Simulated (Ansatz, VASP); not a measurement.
## One calculation of B2O, two programs

```
O B
1.0
     2.85968    0.00000    0.00000
    -1.42984    2.47655    0.00000
     0.00000    0.00000    7.00467
O B
2 4
Direct
  0.33333 0.66667 0.69400
  0.66667 0.33333 0.30600
  0.33333 0.66667 0.97700
  0.66667 0.33333 0.02300
  0.00000 0.00000 0.62000
  0.00000 0.00000 0.38000
```

Alike in both runs: task single point; functional PBE; k mesh 11 × 11 × 4; occupations fermi-dirac, width 0.05 eV; no spin polarisation.

```csv
,VASP,Ansatz
version,VASP 6.6.1,Ansatz 0.2.0
potentials or method,"VASP PAW PBE potentials, release 64 (O, B)",Ansatz PAW
plane-wave cutoff (eV),520,420
valence electrons in the cell,24,24
```

VASP gave:

- gap on the k mesh at the Fermi level (eV): none
- pressure (GPa): -16.7
- largest component of the traceless stress (GPa): 19.14
- rms of the force components (eV/Å): 0.065

Problem. Estimate Ansatz's values.

Solution. gap on the k mesh at the Fermi level (eV): none; pressure (GPa): -16.6; largest component of the traceless stress (GPa): 19.33; rms of the force components (eV/Å): 0.063.

Atom by atom the forces differ by 0.007 eV/Å (rms over components). A gap of «none» marks a metal or a gap that the smearing closes. The functional is the same, so the differences come from potentials, cutoffs and numerics.

Caveats: so large a pressure means that the cell lies far from this level's equilibrium, or that cutoff or potentials fall short (VASP); the pressure holds a Pulay correction of +0.7 GPa for the finite cutoff (Ansatz).
